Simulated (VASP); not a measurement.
A convergence study with VASP on Al$_{3}$Sc (L1_2): a few settings are varied, all else stays as given below, so the limit is that of these other settings. The cell's lengths are 1 % over those of the tabulated start and one atom is moved, so it is off equilibrium.

```yaml
crystal:
  lattice:
    - [4.14100, 0.00000, 0.00000]
    - [0.00000, 4.14100, 0.00000]
    - [0.00000, 0.00000, 4.14100]
  atoms:
    - { symbol: Sc, position: [0.00000, 0.00000, 0.00000] }
    - { symbol: Al, position: [0.00000, 0.50000, 0.50000] }
    - { symbol: Al, position: [0.50000, 0.00000, 0.50000] }
    - { symbol: Al, position: [0.51463, 0.50000, 0.00000] }
```

Computed with PBE GGA, VASP's PBE PAW potentials (set 64) (plane waves; VASP 6.6.1). The last row used: 700 eV cut-off, 6×6×6 Γ-centred mesh, first-order Methfessel-Paxton smearing of 0.10 eV, potentials Sc_sv Al_sv_GW.

Energies of different potentials or hybrids have different zeros.

```
setting                             E (eV/atom)  pressure (GPa)  largest force (eV/Å)  plane waves
----------------------------------  -----------  --------------  --------------------  -----------
ENCUT = 300, POTCAR Sc_sv Al            -4.8116           -2.33                 0.349          848
ENCUT = 400, POTCAR Sc_sv Al            -4.8143           -2.15                 0.348         1328
ENCUT = 520, POTCAR Sc_sv Al            -4.8147           -2.13                 0.348         1936
ENCUT = 700, POTCAR Sc_sv Al            -4.8149           -2.10                 0.348         3016
ENCUT = 900, POTCAR Sc_sv Al            -4.8150           -2.10                 0.348         4388
ENCUT = 300, POTCAR Sc Al               -4.8039           -2.38                 0.350          848
ENCUT = 400, POTCAR Sc Al               -4.8057           -2.36                 0.349         1328
ENCUT = 520, POTCAR Sc Al               -4.8060           -2.35                 0.349         1936
ENCUT = 700, POTCAR Sc Al               -4.8061           -2.35                 0.349         3016
ENCUT = 900, POTCAR Sc Al               -4.8061           -2.35                 0.349         4388
ENCUT = 300, POTCAR Sc_sv Al_GW         -4.8168           -2.39                 0.348          848
ENCUT = 400, POTCAR Sc_sv Al_GW         -4.8183           -2.22                 0.348         1328
ENCUT = 520, POTCAR Sc_sv Al_GW         -4.8185           -2.20                 0.348         1936
ENCUT = 700, POTCAR Sc_sv Al_GW         -4.8188           -2.19                 0.348         3016
ENCUT = 900, POTCAR Sc_sv Al_GW         -4.8188           -2.19                 0.348         4388
ENCUT = 300, POTCAR Sc_sv Al_sv_GW      -5.0408          -29.03                 0.364          848
ENCUT = 400, POTCAR Sc_sv Al_sv_GW      -4.7911          -13.60                 0.350         1328
ENCUT = 520, POTCAR Sc_sv Al_sv_GW      -4.8238           -2.79                 0.345         1936
ENCUT = 700, POTCAR Sc_sv Al_sv_GW      -4.8329           -2.75                 0.346         3016
```

Left out are rungs that failed or repeat a setting and relaxations that didn't move; long series are thinned to 24 rows.

The compound is Al3Sc in the L1_2 structure. The cell was not relaxed at this level, it is distorted from the ideal structure.
